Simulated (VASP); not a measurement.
Output of a VASP run:

**OSZICAR**
```
       N       E                     dE             d eps       ncg     rms          rms(c)
DAV:   1     0.133385110783E+03    0.13339E+03   -0.11341E+04  5160   0.203E+03
DAV:   2    -0.263770842189E+01   -0.13602E+03   -0.12920E+03  5166   0.330E+02
DAV:   3    -0.798074381327E+01   -0.53430E+01   -0.52408E+01  6273   0.759E+01
DAV:   4    -0.803883282932E+01   -0.58089E-01   -0.58054E-01  5798   0.685E+00
DAV:   5    -0.804049612204E+01   -0.16633E-02   -0.16633E-02  7523   0.128E+00    0.960E+00
DAV:   6    -0.747994079278E+01    0.56056E+00   -0.86516E+00  5216   0.814E+01    0.508E+00
DAV:   7    -0.710170358166E+01    0.37824E+00   -0.30018E+00  6270   0.874E+01    0.462E+00
DAV:   8    -0.705643730020E+01    0.45266E-01   -0.24698E-01  6838   0.128E+01    0.234E+00
DAV:   9    -0.705128627963E+01    0.51510E-02   -0.16233E-02  7781   0.228E+00    0.148E-01
DAV:  10    -0.705079578495E+01    0.49049E-03   -0.31104E-03  6307   0.751E-01    0.764E-02
DAV:  11    -0.705080117189E+01   -0.53869E-05   -0.82039E-05  7590   0.159E-01    0.406E-02
DAV:  12    -0.705079469251E+01    0.64794E-05   -0.14341E-05  7070   0.125E-01    0.534E-03
DAV:  13    -0.705079443793E+01    0.25458E-06   -0.57272E-07  6886   0.131E-02    0.212E-03
DAV:  14    -0.705079440959E+01    0.28345E-07   -0.11956E-07  3209   0.863E-03
   1 F= -.70507944E+01 E0= -.70507378E+01  d E =-.705079E+01
       N       E                     dE             d eps       ncg     rms          rms(c)
DAV:   1    -0.705099558745E+01   -0.20115E-03   -0.79401E-03  5474   0.851E-01    0.806E-02
DAV:   2    -0.705089612302E+01    0.99464E-04   -0.13675E-04  7354   0.305E-01    0.485E-02
DAV:   3    -0.705086220137E+01    0.33922E-04   -0.15815E-04  6266   0.417E-01    0.351E-02
DAV:   4    -0.705084313183E+01    0.19070E-04   -0.80545E-05  6317   0.297E-01    0.574E-03
DAV:   5    -0.705084334312E+01   -0.21129E-06   -0.27720E-06  5395   0.170E-02    0.397E-03
DAV:   6    -0.705084335181E+01   -0.86843E-08   -0.25007E-07  4686   0.130E-02
   2 F= -.70508434E+01 E0= -.70507753E+01  d E =-.489422E-04
       N       E                     dE             d eps       ncg     rms          rms(c)
DAV:   1    -0.705228528135E+01   -0.14419E-02   -0.71345E-02  5453   0.255E+00    0.242E-01
DAV:   2    -0.705138717797E+01    0.89810E-03   -0.12256E-03  7315   0.904E-01    0.145E-01
DAV:   3    -0.705108280342E+01    0.30437E-03   -0.14085E-03  6238   0.124E+00    0.105E-01
DAV:   4    -0.705091228558E+01    0.17052E-03   -0.72311E-04  6276   0.887E-01    0.173E-02
DAV:   5    -0.705091409077E+01   -0.18052E-05   -0.24522E-05  5445   0.524E-02    0.118E-02
DAV:   6    -0.705091414931E+01   -0.58537E-07   -0.24551E-06  7370   0.384E-02    0.272E-03
DAV:   7    -0.705091404820E+01    0.10111E-06   -0.53378E-07  5253   0.239E-02    0.668E-04
DAV:   8    -0.705091405479E+01   -0.65916E-08   -0.44626E-08  2730   0.211E-03
   3 F= -.70509141E+01 E0= -.70508273E+01  d E =-.119645E-03
```

File OUTCAR:
```
------------------------ aborting loop because EDIFF is reached ----------------------------------------
  FORCE on cell =-STRESS in cart. coord.  units (eV):
  Direction    XX          YY          ZZ          XY          YZ          ZX
  --------------------------------------------------------------------------------------
  Total       -1.3933003     -1.3933003     -1.3888080      0.0000000     -0.0000000      0.0000000
  in kB      -69.7414411    -69.7414411    -69.5165758      0.0000000     -0.0000000      0.0000000
  external PRESSURE =     -69.6664860 kB  Pullay stress =       0.0000000 kB
  volume of cell :       32.01
      direct lattice vectors                 reciprocal lattice vectors
     2.896224585  0.000000000  0.000000000     0.345277091 -0.000000000  0.000000000
     0.000000000  2.896224585  0.000000000     0.000000000  0.345277091  0.000000000
    -0.000000000 -0.000000000  3.815925938     0.000000000 -0.000000000  0.262059593
 POSITION                                       TOTAL-FORCE (eV/Angst)
 -----------------------------------------------------------------------------------
      0.00000      0.00000      0.00000        -0.000000     -0.000000      0.000000
      1.44811      1.44811      1.90796         0.000000      0.000000      0.000000
 -----------------------------------------------------------------------------------
    total drift:                                0.000000      0.000000     -0.000000
  FREE ENERGIE OF THE ION-ELECTRON SYSTEM (eV)
  ---------------------------------------------------
  free  energy   TOTEN  =        -7.0509140548 eV

  energy  without entropy=       -7.0506537028  energy(sigma->0) =       -7.05082727

 reached required accuracy - stopping structural energy minimisation
```
(Selected blocks of OUTCAR.)

**POSCAR**
```
CuAu
1
    2.9016678255     0.0000000000     0.0000000000
    0.0000000000     2.9016678255     0.0000000000
    0.0000000000     0.0000000000     3.8016227696
Cu Au
1 1
Direct
  0.0000000000   1.0000000000   0.0000000000
  0.5000000000   0.5000000000   0.5000000000
```

**Question.** Reconstruct the remaining input files.

**Answer.** Several could match; the one computed here: the input of the run itself, PW91 GGA, plane waves, VASP's PBE PAW potentials (set 64).

File KPOINTS:
```
Automatic mesh
0
Gamma
13 13 10
0 0 0
```

### INCAR
```
! general
SYSTEM =CuAu
PREC   =Accurate
ENCUT  =520   ! plane-wave cut-off (eV)
LREAL  =.FALSE.
LASPH  =.TRUE.

! electronic loop
EDIFF  =1E-7
NELM   =100   ! most electronic steps
ALGO   =Normal
LMAXMIX=6   ! l cut-off of mixed one-centre charges

! smearing
ISMEAR =1
SIGMA  =0.1   ! width (eV)

! functional
GGA    =91

! ions
IBRION =2
NSW    =30
ISIF   =4   ! ions and shape, fixed volume
EDIFFG =-0.01   ! ionic stop

! output
LWAVE  =.FALSE.
LCHARG =.FALSE.
```

POTCAR, in this order: Cu Au (PBE.64 set). Program: vasp_std.

The compound is CuAu in the L1_0 structure. This cell is one point of a volume scan, at 1.06 of the reference volume. Symmetry was kept, so distortions that lower it aren't found.
